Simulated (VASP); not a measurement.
Input:

```
CELL_PARAMETERS angstrom
      2.77879     0.00000     0.00000
      0.00000     2.77879     0.00000
      0.00000     0.00000     3.68234
ATOMIC_POSITIONS crystal
  Cu 0.00000 0.00000 0.00000
  Au 0.50000 0.50000 0.50000
```

Computed with PBEsol GGA, VASP's PBE PAW potentials (set 64) (plane waves; VASP). Run with 500 eV cut-off, 13×13×10 Γ-centred mesh, first-order Methfessel-Paxton smearing of 0.10 eV, potentials Cu Au.

Unless said otherwise, spin-orbit coupling is left out, though it shifts the bands of the heavy elements here.

Question: Estimate the energy per atom (σ→0), band gap (on the k-mesh) with the smallest direct gap where there is one.

Answer: 
| Quantity | Value |
|---|---|
| band gap (on the k-mesh) | none (metal, semimetal or under 0.01 eV) |
| energy per atom (σ→0) | -403.1 kJ/mol of atoms |

The absolute energy has meaning only against runs of the same code, potentials and settings.

The compound is CuAu in the L1_0 structure. It was relaxed first.
